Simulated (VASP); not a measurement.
Consider the following.

```
MgS
1.0
    0.00000     2.58907     2.58907
    2.58907     0.00000     2.58907
    2.58907     2.58907     0.00000
Mg S
1 1
Direct
  0.00000   0.00000   0.00000
  0.50000   0.50000   0.50000
```

Calculation: PBEsol GGA, VASP's PBE PAW potentials (set 64) (plane waves; VASP 6.6.1). Numerical set-up: 500 eV cut-off, 9×9×9 Γ-centred mesh, Gaussian smearing of 0.050 eV, potentials Mg S.

Energy and stress use the plane-wave basis of the starting cell.

Question: The ions, cell shape and volume at an external pressure of 5.0 GPa are relaxed. Which structure does the run end with?

Answer: 
```
MgS
1.0
    0.00000     2.54063     2.54063
    2.54063     0.00000     2.54063
    2.54063     2.54063     0.00000
Mg S
1 1
Direct
  0.00000   0.00000   0.00000
  0.50000   0.50000   0.50000
```
Space group Fm-3m (225), at a tolerance of 0.03 Å.

Question: How do energy and volume change from the first to the last step?

Answer: The energy (σ→0) changes by +14.1 meV/atom and the volume by -5.5 %, in 3 ionic steps.

The compound is MgS in the rock salt structure. This run relaxes it under an external pressure of 5 GPa. Symmetry was kept, so distortions that lower it aren't found.
